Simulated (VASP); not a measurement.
All values below come from PBE GGA, VASP's PBE PAW potentials (set 64) (plane waves; VASP).

VASP ran on this input.

INCAR:
```
! general
SYSTEM =FeNi3
PREC   =Accurate
ENCUT  =345   ! plane-wave cut-off (eV)
LREAL  =F   ! projection in real space or not
LASPH  =T

! electronic loop
EDIFF  =1E-6   ! SCF stop (eV)
NELM   =100
ALGO   =Normal   ! blocked Davidson
LMAXMIX=4   ! l cut-off of mixed one-centre charges

! smearing
ISMEAR =0   ! Gaussian
SIGMA  =0.05

! functional
GGA    =PE

! spin
ISPIN  =2   ! spin-polarised
MAGMOM =3*4.0 9*2.0

! ions
ISIF   =2

! output
LWAVE  =F
LCHARG =F
LORBIT =11   ! lm-projected
```

File POSCAR:
```
FeNi3
1
    3.5145000000     0.0000000000     0.0000000000
    0.0000000000     4.9702530000     0.0000000000
    0.0000000000     0.0000000000    16.2755000000
Fe Ni
3 9
Direct
  0.0000000000   0.4581630000   0.3843260000
  0.0000000000   0.9581630000   0.5385580000
  0.0000000000   0.4581630000   0.6927900000
  0.5000000000   0.2081630000   0.3072100000
  0.5000000000   0.7081630000   0.3072100000
  0.0000000000   0.9581630000   0.3843260000
  0.5000000000   0.7081630000   0.4614420000
  0.5000000000   0.2081630000   0.4614420000
  0.0000000000   0.4581630000   0.5385580000
  0.5000000000   0.2081630000   0.6156740000
  0.5000000000   0.7081630000   0.6156740000
  0.0000000000   0.9581630000   0.6927900000
```

KPOINTS:
```
Automatic
0
gamma
5 3 1
0 0 0
```

POTCAR, in this order: Fe Ni (PBE.64 set). Program: vasp_std.

**Question.** What will the output report for the number of irreducible k-points (NKPTS), largest plane-wave count, number of space-group operations, FFT grid (NGX, NGY, NGZ)?

**Answer.** 
```yaml
number of irreducible k-points (NKPTS): 6
largest_plane_wave_count: 4167
number_of_space_group_operations: 4
FFT grid (NGX, NGY, NGZ): 24 × 30 × 100
```

The cell is a sheet with vacuum, built from a generated structure.
